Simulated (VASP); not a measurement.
All values below come from PW91 GGA, VASP's PBE PAW potentials (set 64) (plane waves; VASP).

VASP ran on this input.

KPOINTS:
```
Automatic
0
gamma
8 8 6
```

**INCAR**
```
SYSTEM = NiSb
PREC = Accurate
ENCUT = 520
EDIFF = 1E-6
NELM = 100
ALGO = Normal
LREAL = .FALSE.
LASPH = .TRUE.
ISMEAR = 1
SIGMA = 0.1
GGA = 91
LMAXMIX = 4
LWAVE = .FALSE.
LCHARG = .FALSE.
IBRION = 2
ISIF = 3
NSW = 60
EDIFFG = -0.02
```

File POSCAR:
```
NiSb
1
    1.9869978960    -3.4415814790     0.0000000000
    1.9869978960     3.4415814790    -0.0000000000
    0.0000000000     0.0000000000     5.1945038752
Ni Sb
2 2
Direct
  0.0000000000   0.0000000000   0.5000000000
  0.0000000000   0.0000000000   0.0000000000
  0.3333330000   0.6666670000   0.2500000000
  0.6666670000   0.3333330000   0.7500000000
```

POTCAR, in this order: Ni Sb (PBE.64 set). Program: vasp_std.

What VASP printed:

OSZICAR:
```
       N       E                     dE             d eps       ncg     rms          rms(c)
DAV:   1     0.169373629807E+03    0.16937E+03   -0.12605E+04  1520   0.162E+03
DAV:   2    -0.119450554444E+02   -0.18132E+03   -0.17580E+03  1526   0.320E+02
DAV:   3    -0.213855722594E+02   -0.94405E+01   -0.91412E+01  1732   0.904E+01
DAV:   4    -0.216597141603E+02   -0.27414E+00   -0.27198E+00  1744   0.142E+01
DAV:   5    -0.216688301551E+02   -0.91160E-02   -0.91102E-02  1851   0.274E+00    0.128E+01
DAV:   6    -0.244393395260E+02   -0.27705E+01   -0.34370E+01  1668   0.106E+02    0.173E+01
DAV:   7    -0.203549017335E+02    0.40844E+01   -0.12877E+01  1658   0.746E+01    0.375E+00
DAV:   8    -0.204100374549E+02   -0.55136E-01   -0.16168E+00  2088   0.119E+01    0.269E+00
DAV:   9    -0.203473087859E+02    0.62729E-01   -0.25821E-01  1732   0.881E+00    0.633E-01
DAV:  10    -0.203479030504E+02   -0.59426E-03   -0.79188E-03  1622   0.834E-01    0.497E-01
DAV:  11    -0.203474523297E+02    0.45072E-03   -0.69137E-04  1748   0.217E-01    0.147E-01
DAV:  12    -0.203472398161E+02    0.21251E-03   -0.63971E-04  2155   0.425E-01    0.421E-02
DAV:  13    -0.203472443523E+02   -0.45362E-05   -0.67260E-05  1628   0.600E-02    0.339E-02
DAV:  14    -0.203472443256E+02    0.26680E-07   -0.38190E-06  1525   0.240E-02
   1 F= -.20347244E+02 E0= -.20347742E+02  d E =-.203472E+02
       N       E                     dE             d eps       ncg     rms          rms(c)
DAV:   1    -0.203494641064E+02   -0.22198E-02   -0.28598E-02  1653   0.238E+00    0.412E-01
DAV:   2    -0.203528334494E+02   -0.33693E-02   -0.38231E-02  1657   0.377E+00    0.622E-01
DAV:   3    -0.203475882259E+02    0.52452E-02   -0.17845E-02  1663   0.267E+00    0.893E-02
DAV:   4    -0.203475163828E+02    0.71843E-04   -0.89730E-04  1571   0.224E-01    0.395E-02
DAV:   5    -0.203474970865E+02    0.19296E-04   -0.66215E-05  1848   0.141E-01    0.149E-02
DAV:   6    -0.203474963099E+02    0.77659E-06   -0.63156E-06  1559   0.234E-02
   2 F= -.20347496E+02 E0= -.20348010E+02  d E =-.251984E-03
       N       E                     dE             d eps       ncg     rms          rms(c)
DAV:   1    -0.203643981086E+02   -0.16901E-01   -0.26099E-01  1653   0.710E+00    0.123E+00
DAV:   2    -0.203925718000E+02   -0.28174E-01   -0.34288E-01  1657   0.112E+01    0.181E+00
DAV:   3    -0.203475106259E+02    0.45061E-01   -0.15598E-01  1663   0.794E+00    0.267E-01
DAV:   4    -0.203468723569E+02    0.63827E-03   -0.83285E-03  1571   0.662E-01    0.126E-01
DAV:   5    -0.203466785829E+02    0.19377E-03   -0.62834E-04  1864   0.437E-01    0.507E-02
DAV:   6    -0.203466712471E+02    0.73358E-05   -0.51174E-05  1577   0.589E-02    0.318E-02
DAV:   7    -0.203466593083E+02    0.11939E-04   -0.26090E-05  2222   0.735E-02    0.539E-03
DAV:   8    -0.203466595888E+02   -0.28052E-06   -0.42936E-06  1479   0.173E-02
   3 F= -.20346660E+02 E0= -.20347190E+02  d E =0.584737E-03
       N       E                     dE             d eps       ncg     rms          rms(c)
DAV:   1    -0.203569483517E+02   -0.10289E-01   -0.13489E-01  1650   0.518E+00    0.898E-01
DAV:   2    -0.203730738756E+02   -0.16126E-01   -0.19990E-01  1662   0.826E+00    0.137E+00
DAV:   3    -0.203479689489E+02    0.25105E-01   -0.91503E-02  1670   0.577E+00    0.198E-01
DAV:   4    -0.203475766394E+02    0.39231E-03   -0.37763E-03  1562   0.500E-01    0.745E-02
DAV:   5    -0.203475100695E+02    0.66570E-04   -0.28864E-04  1907   0.295E-01    0.228E-02
DAV:   6    -0.203475073333E+02    0.27362E-05   -0.39614E-05  1553   0.675E-02    0.935E-03
DAV:   7    -0.203475069386E+02    0.39473E-06   -0.19769E-06   948   0.220E-02
   4 F= -.20347507E+02 E0= -.20348030E+02  d E =-.262613E-03
```

**OUTCAR**
```
------------------------ aborting loop because EDIFF is reached ----------------------------------------
  FORCE on cell =-STRESS in cart. coord.  units (eV):
  Direction    XX          YY          ZZ          XY          YZ          ZX
  --------------------------------------------------------------------------------------
  Total        0.0597855      0.0597855      0.0598720      0.0000000     -0.0000000     -0.0000000
  in kB        1.3527740      1.3527742      1.3547305      0.0000000     -0.0000000     -0.0000000
  external PRESSURE =       1.3534262 kB  Pullay stress =       0.0000000 kB
  volume of cell :       70.81
      direct lattice vectors                 reciprocal lattice vectors
     1.986998813 -3.441583067 -0.000000000     0.251635782 -0.145281979  0.000000000
     1.986998813  3.441583067  0.000000000     0.251635782  0.145281979 -0.000000000
     0.000000000  0.000000000  5.177204069     0.000000000 -0.000000000  0.193154449
 POSITION                                       TOTAL-FORCE (eV/Angst)
 -----------------------------------------------------------------------------------
      0.00000      0.00000      2.58860         0.000000     -0.000000      0.000000
      0.00000     -0.00000      0.00000        -0.000000     -0.000000      0.000000
      1.98700      1.14720      1.29430        -0.000000      0.000000     -0.000000
      1.98700     -1.14720      3.88290        -0.000000     -0.000000      0.000000
 -----------------------------------------------------------------------------------
    total drift:                               -0.000000      0.000000      0.000000
  FREE ENERGIE OF THE ION-ELECTRON SYSTEM (eV)
  ---------------------------------------------------
  free  energy   TOTEN  =       -20.3475069386 eV

  energy  without entropy=      -20.3490774037  energy(sigma->0) =      -20.34803043

 reached required accuracy - stopping structural energy minimisation
```
(Selected blocks of OUTCAR.)

**CONTCAR**
```
NiSb
   1.00000000000000
     1.9869988129139218   -3.4415830671417318   -0.0000000000000000
     1.9869988129139218    3.4415830671417318    0.0000000000000000
     0.0000000000000000    0.0000000000000000    5.1772040689710348
  Ni              Sb
     2     2
Direct
     0.0000000000000000    0.0000000000000000    0.5000000000000000
     0.0000000000000000    0.0000000000000000    0.0000000000000000
     0.3333330000000032    0.6666669999999968    0.2500000000000000
     0.6666669999999968    0.3333330000000032    0.7500000000000000
```

**OUTCAR**
```
 val. band max:        9.5111402678   @ k =   0.1250  -0.0000   0.0000

 cond. band min:       9.5742107893   @ k =   0.3750   0.1250   0.0000


 Fermi energy:         9.5565633108

 k-point     1 :       0.0000    0.0000    0.0000
  band No.  band energies     occupation
      1      -3.1733      2.00000
      2       1.1673      2.00000
      3       3.4973      2.00000
      4       5.7619      2.00000
      5       5.7619      2.00000
      6       6.5240      2.00000
      7       7.0901      2.00000
      8       7.0901      2.00000
      9       7.5210      2.00000
     10       7.5210      2.00000
     11       8.2646      2.00000
     12       8.2646      2.00000
     13       9.5104      1.69631
     14      10.1034     -0.00000
     15      10.1035     -0.00000
     16      11.9276      0.00000
     17      11.9276      0.00000
     18      12.6703      0.00000
     19      13.3884      0.00000

 k-point     2 :       0.1250   -0.0000    0.0000
  band No.  band energies     occupation
      1      -2.9839      2.00000
      2       1.1536      2.00000
      3       3.7113      2.00000
      4       5.7134      2.00000
      5       5.8019      2.00000
      6       6.4401      2.00000
      7       6.9465      2.00000
      8       7.0141      2.00000
      9       7.4102      2.00000
     10       7.5548      2.00000
     11       8.2538      2.00000
     12       8.2656      2.00000
     13       8.9220      2.00000
     14       9.4509      2.06011
     15       9.5111      1.68787
     16      11.1959     -0.00000
     17      12.4449      0.00000
     18      13.0802      0.00000
     19      14.0104      0.00000

 k-point     3 :       0.2500   -0.0000    0.0000
  band No.  band energies     occupation
      1      -2.4296      2.00000
      2       1.0333      2.00000
      3       4.3345      2.00000
      4       5.1870      2.00000
      5       5.9140      2.00000
      6       6.1606      2.00000
      7       6.7384      2.00000
...
```

Unless said otherwise, spin-orbit coupling is left out, though it shifts the bands of the heavy elements here.

The compound is NiSb in the NiAs type structure. This run relaxes it. Symmetry was kept, so distortions that lower it aren't found. The start is the result of an earlier pass. The run is not spin-polarised, so no magnetic state was tried.
